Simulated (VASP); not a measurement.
BAs:

```
B As
1.0
     0.00000    2.38850    2.38850
     2.38850    0.00000    2.38850
     2.38850    2.38850    0.00000
B As
1 1
Cartesian
  0.0000 0.0000 0.0000
  1.1943 1.1943 1.1943
```

Base run:

* Program: VASP 6.6.1
* Functional: PBE
* Potentials or basis: VASP PAW PBE potentials, release 64 (B, As)
* Cutoff: 520 eV
* k mesh: 16 × 16 × 16
* Occupations: gaussian, width 0.02 eV
* Spin: no spin polarisation

Its results: band gap on the k mesh 1.19 eV, indirect (least direct gap 3.28 eV); pressure 3.4 GPa.

Task: The run is repeated on the same cell with these changes: k mesh from 16 × 16 × 16 to 4 × 4 × 4. What comes out?

Result: Band gap on the k mesh 1.41 eV, indirect (least direct gap 3.26 eV); pressure 4.0 GPa.

Caveats: some runs use coarse meshes.

A k mesh can miss the band edges.

Not every run made on this cell is shown here.
